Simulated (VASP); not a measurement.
# Ga2SnO (I-42d) in VASP: relaxation of cell and atoms with PBE

Aim: the relaxation of cell and atoms of Ga2SnO with PBE.

Everything below comes from runs of VASP 6.6.1. Logs are shortened: lines on timing, memory, paths and dates and some standing lists are left out, and cuts for length are marked.

## Step 1: The structure

It takes space group I-42d (No. 122, tetragonal). Conventional cell: a = 5.210 Å, b = 5.210 Å, c = 10.430 Å, α = 90.00°, β = 90.00°, γ = 90.00°. Around Ga (site symmetry 2) lie 2 O at 2.02 Å. Sn (site symmetry -4) has 4 Ga at 2.56 Å as nearest neighbours. O (site symmetry -4) is surrounded by 4 Ga at 2.02 Å.

The cell was built by a generator and needn't be a form met in nature.

## Step 2: Relaxation of cell and atoms, PBE

Input file INCAR:

```
SYSTEM = Ga2SnO
PREC = Normal
ENCUT = 520
EDIFF = 1E-4
ISMEAR = 0
SIGMA = 0.15
LREAL = .FALSE.
LASPH = .TRUE.
NELM = 60
ALGO = Fast
ISIF = 3
LWAVE = .FALSE.
LCHARG = .FALSE.
GGA = PE
IBRION = 2
NSW = 24
EDIFFG = -0.08
```

Input file KPOINTS:

```
Automatic mesh
0
G
  4 4 4
  0 0 0
```

Input file POSCAR:

```
Ga2SnO
1.0
   -2.6050000000      2.6050000000      5.2150000000
    2.6050000000     -2.6050000000      5.2150000000
    2.6050000000      2.6050000000     -5.2150000000
Ga Sn O
4 2 2
Direct
    0.5350000000      0.6250000000      0.4100000000
    0.8750000000      0.4650000000      0.0900000000
    0.3750000000      0.7850000000      0.9100000000
    0.2150000000      0.1250000000      0.5900000000
    0.7500000000      0.2500000000      0.5000000000
    0.0000000000      0.0000000000      0.0000000000
    0.5000000000      0.5000000000      0.0000000000
    0.2500000000      0.7500000000      0.5000000000
```

Potentials or basis: VASP PAW PBE potentials, release 64 (Ga_d, Sn_d, O).

The run is started by

```bash
> cat potpaw_PBE.64/Ga_d/POTCAR potpaw_PBE.64/Sn_d/POTCAR potpaw_PBE.64/O/POTCAR > POTCAR
> mpirun -np 1 vasp_std > vasp.out
```

OUTCAR:

```text
SYSTEM = Ga2SnO
   PREC = Normal
   ENCUT = 520
   EDIFF = 1E-4
   ISMEAR = 0
   LREAL = .FALSE.
   LASPH = .TRUE.
   NELM = 60
   ISIF = 3
   GGA = PE
   IBRION = 2
   NSW = 24
   EDIFFG = -0.08

 ion  position               nearest neighbor table
   1  0.535  0.625  0.410-   7 2.02   8 2.02   6 2.56   5 2.56
   2  0.875  0.465  0.090-   8 2.02   7 2.02   6 2.56   5 2.56
   3  0.375  0.785  0.910-   7 2.02   8 2.02   5 2.56   6 2.56
   4  0.215  0.125  0.590-   7 2.02   8 2.02   5 2.56   6 2.56
   5  0.750  0.250  0.500-   3 2.56   1 2.56   4 2.56   2 2.56   6 3.69   6 3.69   6 3.69   6 3.69

   6  0.000  0.000  0.000-   1 2.56   2 2.56   3 2.56   4 2.56   5 3.69   5 3.69   5 3.69   5 3.69

   7  0.500  0.500  0.000-   4 2.02   2 2.02   3 2.02   1 2.02
   8  0.250  0.750  0.500-   2 2.02   1 2.02   3 2.02   4 2.02

  LATTYP: Found a body centered tetragonal cell.
 ALAT       =     5.2100000000
 C/A-ratio  =     2.0019193858

  Lattice vectors:

 A1 = (  -2.6050000000,   2.6050000000,   5.2150000000)
 A2 = (   2.6050000000,  -2.6050000000,   5.2150000000)
 A3 = (   2.6050000000,   2.6050000000,  -5.2150000000)

Analysis of symmetry for initial positions (statically):
=====================================================================
 Subroutine PRICEL returns:
 Original cell was already a primitive cell.

 Routine SETGRP: Setting up the symmetry group for a
 body centered tetragonal supercell.

 Subroutine GETGRP returns: Found  8 space group operations
 (whereof  4 operations were pure point group operations)
 out of a pool of 16 trial point group operations.

The static configuration has the point symmetry S_4 .
 The point group associated with its full space group is D_2d.

Analysis of symmetry for dynamics (positions and initial velocities):
=====================================================================
 Subroutine PRICEL returns:
 Original cell was already a primitive cell.

 Routine SETGRP: Setting up the symmetry group for a
 body centered tetragonal supercell.

 Subroutine GETGRP returns: Found  8 space group operations
 (whereof  4 operations were pure point group operations)
 out of a pool of 16 trial point group operations.

The dynamic configuration has the point symmetry S_4 .
 The point group associated with its full space group is D_2d.

 Subroutine INISYM returns: Found  8 space group operations
 (whereof  4 operations are pure point group operations),
 and found     1 'primitive' translations

----------------------------------------------------------------------------------------

                                     Primitive cell

  volume of cell :     141.5565

  direct lattice vectors                    reciprocal lattice vectors
    -2.605000000  2.605000000  5.215000000     0.000000000  0.191938580  0.095877277
     2.605000000 -2.605000000  5.215000000     0.191938580  0.000000000  0.095877277
     2.605000000  2.605000000 -5.215000000     0.191938580  0.191938580  0.000000000

  length of vectors
     6.385003915  6.385003915  6.385003915     0.214552722  0.214552722  0.271442142

  position of ions in fractional coordinates (direct lattice)
     0.535000000  0.625000000  0.410000000
     0.875000000  0.465000000  0.090000000
     0.375000000  0.785000000  0.910000000
     0.215000000  0.125000000  0.590000000
     0.750000000  0.250000000  0.500000000
     0.000000000  0.000000000  0.000000000
     0.500000000  0.500000000  0.000000000
     0.250000000  0.750000000  0.500000000

  ion indices of the primitive-cell ions
   primitive index   ion index
                 1           1
                 2           2
                 3           3
                 4           4
                 5           5
                 6           6
                 7           7
                 8           8

----------------------------------------------------------------------------------------

 KPOINTS: Automatic mesh

Automatic generation of k-mesh.
 Grid dimensions read from file:
 generate k-points for:    4    4    4

 Generating k-lattice:

  Cartesian coordinates                     Fractional coordinates (reciprocal lattice)
     0.000000000  0.047984645  0.023969319     0.250000000 -0.000000000  0.000000000
     0.047984645  0.000000000  0.023969319    -0.000000000  0.250000000  0.000000000
     0.047984645  0.047984645  0.000000000     0.000000000  0.000000000  0.250000000

  Length of vectors
     0.053638181  0.053638181  0.067860536

  Shift w.r.t. Gamma in fractional coordinates (k-lattice)
     0.000000000  0.000000000  0.000000000

 Subroutine IBZKPT returns following result:
 ===========================================

 Found     13 irreducible k-points:

 Following reciprocal coordinates:
            Coordinates               Weight
  0.000000  0.000000  0.000000      1.000000
  0.250000  0.000000  0.000000      8.000000
  0.500000  0.000000  0.000000      4.000000
  0.250000  0.250000  0.000000      8.000000
  0.500000  0.250000  0.000000     16.000000
 -0.250000  0.250000  0.000000      4.000000
  0.500000  0.500000  0.000000      2.000000
  0.250000  0.250000  0.250000      2.000000
 -0.250000  0.250000  0.250000      4.000000
  0.500000  0.500000  0.250000      4.000000
 -0.250000  0.500000  0.250000      8.000000
 -0.250000 -0.250000  0.250000      2.000000
  0.500000  0.500000  0.500000      1.000000
   k-points           NKPTS =     13   k-points in BZ     NKDIM =     13   number of bands    NBANDS=     55
   number of dos      NEDOS =    301   number of ions     NIONS =      8
   total plane-waves  NPLWV =  46656
   dimension x,y,z NGX =    36 NGY =   36 NGZ =   36
   dimension x,y,z NGXF=    72 NGYF=   72 NGZF=   72
   ions per type =               4   2   2
   NGX,Y,Z   is equivalent  to a cutoff of   9.37,  9.37,  9.37 a.u.
   NGXF,Y,Z  is equivalent  to a cutoff of  18.75, 18.75, 18.75 a.u.
 SYSTEM =  Ga2SnO
   PREC   = normal    normal or accurate (medium, high low for compatibility)
   ISTART =      0    job   : 0-new  1-cont  2-samecut
   ICHARG =      2    charge: 1-file 2-atom 10-const
   ISPIN  =      1    spin polarized calculation?
   LNONCOLLINEAR =      F non collinear calculations
   LSORBIT =      F    spin-orbit coupling
   LASPH  =      T    aspherical Exc in radial PAW
   ENCUT  =  520.0 eV  38.22 Ry    6.18 a.u.  11.87 11.87 11.87*2*pi/ulx,y,z
   NELM   =     60;   NELMIN=  2; NELMDL= -5     # of ELM steps
   EDIFF  = 0.1E-03   stopping-criterion for ELM
   LREAL  =      F    real-space projection
   EDIFFG = -.8E-01   stopping-criterion for IOM
   NSW    =     24    number of steps for IOM
   IBRION =      2    ionic relax: 0-MD 1-quasi-New 2-CG
   NFREE  =      1    steps in history (QN), initial steepest desc. (CG)
   ISIF   =      3    stress and relaxation
   ISYM   =      2    0-nonsym 1-usesym 2-fastsym
   POTIM  = 0.5000    time-step for ionic-motion
   TEBEG  =    0.0;   TEEND  =   0.0 temperature during run
   PSTRESS=    0.0 pullay stress
   NELECT =      92.0000    total number of electrons
   NUPDOWN=      -1.0000    fix difference up-down
   EMIN   =  10.00;   EMAX   =-10.00  energy-range for DOS
   EFERMI =   0.00;   METHOD = LEGACY
   ISMEAR =     0;   SIGMA  =   0.15  broadening in eV -4-tet -1-fermi 0-gaus
   EFERMI_NEDOS =   21; number of points for ismear=-14 and -15
   IALGO  =     68    algorithm
   IMIX   =      4    mixing-type and parameters
     AMIX     =   0.40;   BMIX     =  1.00
     AMIX_MAG =   1.60;   BMIX_MAG =  1.00
  volume/ion in A,a.u.               =      17.69       119.41
  Fermi-wavevector in a.u.,A,eV,Ry     =   1.418059  2.679742 27.359823  2.010890
  Thomas-Fermi vector in A             =   2.539224
   LORBIT       =      0    0 simple, 1 ext, 2 COOP (PROOUT), +10 PAW based schemes
   GGA     = PE    functional components
   LHFCALC =     F    Hartree Fock is set to
   AEXX    =    0.0000 exact exchange contribution
   IVDW    =     0    specifies the selected vdW correction
   LEPSILON=     F    determine dielectric tensor
   LRPA    =     F    only Hartree local field effects (RPA)
 conjugate gradient relaxation of ions
 non-spin polarized calculation
 RMM-DIIS sequential band-by-band and
 Gauss-broadening in eV      SIGMA  =   0.15
  energy-cutoff  :      520.00
  volume of cell :      141.56
 maximum number of plane-waves:      3838
   NGX = 23   NGY = 23   NGZ = 23

--------------------------------------- Ionic step        1  -------------------------------------------

 number of electron      92.0000044 magnetization

 Free energy of the ion-electron system (eV)
  ---------------------------------------------------
  ext. energy  EPLUGINS =         0.00000000
  ---------------------------------------------------
  free energy    TOTEN  =       -32.23585407 eV

  energy without entropy =      -32.22918436  energy(sigma->0) =      -32.23251922

------------------------ aborting loop because EDIFF is reached ----------------------------------------

  FORCE on cell =-STRESS in cart. coord.  units (eV):
  Direction    XX          YY          ZZ          XY          YZ          ZX
  --------------------------------------------------------------------------------------
  -------------------------------------------------------------------------------------
  Total        9.4583798      9.4583798     10.9641580      0.0000000      0.0000000      0.0000000
  in kB      107.0526869    107.0526869    124.0955215      0.0000000      0.0000000      0.0000000
  external PRESSURE =     112.7336318 kB  Pullay stress =       0.0000000 kB
[... 27 lines left out ...]
  energy  without entropy=      -32.2291843572  energy(sigma->0) =      -32.23251922

--------------------------------------- Ionic step        2  -------------------------------------------

 number of electron      92.0000037 magnetization

 E-fermi :   5.0589     XC(G=0):  -9.8511

 val. band max:        4.8810877089   @ k =   0.5000   0.5000   0.5000
 cond. band min:       5.0892443641   @ k =  -0.2500   0.2500   0.0000
 fundamental gap:      0.2081566552
 Fermi energy:         5.0589257484

 k-point     1 :       0.0000    0.0000    0.0000
  band No.  band energies     occupation
      1     -16.2663      2.00000
      2     -16.2663      2.00000
      3     -16.2467      2.00000
      4     -16.2419      2.00000
      5     -16.2419      2.00000
      6     -16.2375      2.00000
[... 782 lines left out ...]
  energy  without entropy=      -32.7878548873  energy(sigma->0) =      -32.79617950

--------------------------------------- Ionic step        3  -------------------------------------------

 number of electron      91.9999999 magnetization

 Free energy of the ion-electron system (eV)
  ---------------------------------------------------
  ext. energy  EPLUGINS =         0.00000000
  ---------------------------------------------------
  free energy    TOTEN  =       -32.86001034 eV

  energy without entropy =      -32.84642092  energy(sigma->0) =      -32.85321563

 E-fermi :   5.5027     XC(G=0): -10.0603

 val. band max:        5.4956145557   @ k =  -0.2500  -0.2500   0.2500
 cond. band min:       5.5410737174   @ k =  -0.2500   0.2500   0.0000
 fundamental gap:      0.0454591617
 Fermi energy:         5.5027049210

 k-point     1 :       0.0000    0.0000    0.0000
  band No.  band energies     occupation
      1     -15.8517      2.00000
      2     -15.8517      2.00000
      3     -15.8263      2.00000
      4     -15.8258      2.00000
      5     -15.8229      2.00000
      6     -15.8229      2.00000
[... 778 lines left out ...]
  FREE ENERGIE OF THE ION-ELECTRON SYSTEM (eV)
  ---------------------------------------------------
  free  energy   TOTEN  =       -32.8600103357 eV

  energy  without entropy=      -32.8464209189  energy(sigma->0) =      -32.85321563

 reached required accuracy - stopping structural energy minimisation
```

It took 2.1 min on 1 thread of AMD EPYC 9R45 (Zen 5), shared host; peak memory 0.23 GiB.

What came out:

```yaml
Free_energy: -32.8600 eV
Relaxed_volume: 20.18 Å³/atom
Relaxed_cell: a = 6.686 Å, b = 6.686 Å, c = 6.686 Å, α = 132.06°, β = 132.06°, γ = 70.13°
Space_group_after_relaxing_to_0.05_Å: I-42d (No. 122)
Energy_gained_by_relaxing: 78.0 meV/atom
Ionic_steps: 3
Pressure_after_relaxing: 0.1 GPa
Largest_force_after_relaxing: 0.036 eV/Å
Band_gap_on_the_k_mesh: none (metal or under the smearing width)
```

Forces on the atoms (eV/Å):
```
Ga   0.000  0.036  0.000
Ga  -0.036  0.000  0.000
Ga   0.036  0.000  0.000
Ga   0.000 -0.036  0.000
Sn   0.000  0.000  0.000
Sn   0.000  0.000  0.000
O    0.000  0.000  0.000
O    0.000  0.000  0.000
```

Step by step:
| step | energy change (eV) | largest force (eV/Å) | pressure (GPa) | volume (Å³) |
| --- | --- | --- | --- | --- |
| 1 | 0.0000 | 0.1893 | 11.27 | 141.56 |
| 2 | -0.5687 | 0.0910 | -2.25 | 168.62 |
| 3 | -0.6242 | 0.0363 | 0.10 | 161.46 |

Final structure:
```
Ga Sn O
1.0
    -2.71589    2.71589    5.47234
     2.71589   -2.71589    5.47234
     2.71589    2.71589   -5.47234
Ga Sn O
4 2 2
Direct
  0.53367 0.62500 0.40867
  0.87500 0.46633 0.09133
  0.37500 0.78367 0.90867
  0.21633 0.12500 0.59133
  0.75000 0.25000 0.50000
  0.00000 0.00000 0.00000
  0.50000 0.50000 0.00000
  0.25000 0.75000 0.50000
```

Caveat: the k mesh is coarse (spacing up to 0.43 Å⁻¹), so the values aren't converged; the relaxation stopped at a loose force limit of 0.08 eV/Å, so its end isn't a converged minimum.
